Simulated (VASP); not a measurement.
Crystal: Li4In.

```
Li In
1.0
    -2.62088    2.62088    2.62088
     2.62088   -2.62088    2.62088
     2.62088    2.62088   -2.62088
Li In
4 1
Direct
  0.00000 0.00000 0.50000
  0.00000 0.50000 0.00000
  0.50000 0.00000 0.00000
  0.50000 0.50000 0.50000
  0.00000 0.00000 0.00000
```

The cell was built by a generator and needn't be a form met in nature.

The cell isn't the ideal one: species swapped into the CrGa4 type (Im-3m, No. 229).

* Program: VASP 6.6.1
* Task: relaxation of cell and atoms
* Functional: PBE
* Potentials or basis: VASP PAW PBE potentials, release 64 (Li_sv, In_d)
* Cutoff: 600 eV
* k mesh: 6 × 6 × 6
* Occupations: gaussian, width 0.1 eV
* Spin: no spin polarisation

At the start: pressure 26.0 GPa; volume 14.40 Å³/atom.

Q: How do energy, volume and symmetry change on relaxing?

A: Over 4 steps the energy falls by 582.0 meV/atom and the volume is 24.28 Å³/atom (+68.6 %); space group Im-3m (No. 229, to 0.05 Å).

Step by step:
| step | energy change (eV) | largest force (eV/Å) | pressure (GPa) | volume (Å³) |
| --- | --- | --- | --- | --- |
| 1 | 0.0000 | 0.0000 | 26.00 | 72.01 |
| 2 | -2.4866 | 0.0000 | 6.75 | 99.22 |
| 3 | -2.8944 | 0.0000 | 1.08 | 116.99 |
| 4 | -2.9100 | 0.0000 | 0.06 | 121.42 |

Final structure:
```xyz
5
Lattice="-3.1194 3.1194 3.1194 3.1194 -3.1194 3.1194 3.1194 3.1194 -3.1194" Properties=species:S:1:pos:R:3 pbc="T T T"
Li    1.5597    1.5597   -1.5597
Li    1.5597    4.6791    1.5597
Li   -1.5597    1.5597    1.5597
Li    1.5597    1.5597    1.5597
In    3.1194    3.1194   -3.1194
```

Caveat: the cutoff is under 1.25 times the usual one of these potentials, so pressure, stress and relaxed cells hold a basis-set (Pulay) error; the volume moved by over 15 % at a fixed basis, so the end points are rough.
